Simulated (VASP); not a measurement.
Given:

```xyz
3
Lattice="2.1361 -3.6999 0.0000 2.1361 3.6999 0.0000 0.0000 0.0000 6.9372" Properties=species:S:1:pos:R:3 pbc="T T T"
Cd     4.2723     0.0000     0.0000
I      2.1361     1.2333     1.7336
I      2.1361    -1.2333     5.2036
```

These are PBE GGA with D3 dispersion (zero damping), VASP's PBE PAW potentials (set 64) (plane waves; VASP) values and carry that method's errors. Numerical set-up: 520 eV cut-off, Gaussian smearing of 0.050 eV, potentials Cd I.

Unless said otherwise, spin-orbit coupling is left out, though it shifts the bands of the heavy elements here.

Question: Give the energies of bands 8 to 16 at the high-symmetry points, in eV from the valence-band maximum.

Answer: 
```
band      Γ      M      K      A      L      H
----  -----  -----  -----  -----  -----  -----
8     -3.65  -3.71  -3.69  -2.94  -3.82  -3.55
9     -0.27  -2.64  -2.08  -1.52  -3.06  -2.54
10    -0.27  -1.90  -2.08  -0.39  -1.24  -2.54
11    -0.14  -1.43  -1.85  -0.39  -1.17  -2.19
12    -0.14  -0.67  -1.04   0.00  -0.48  -0.26
13    -0.14  -0.12  -1.04   0.00  -0.42  -0.26
14     2.40   2.62   2.65   3.50   2.34   3.36
15     4.50   5.01   6.92   4.52   4.95   5.52
16     6.35   5.97   6.92   6.15   5.84   5.52
```

The gap is indirect, 2.34 eV, from the valence maximum at A to the conduction minimum at L-M at 0.11.

The compound is CdI2 in the 1T layered structure. It was relaxed first.
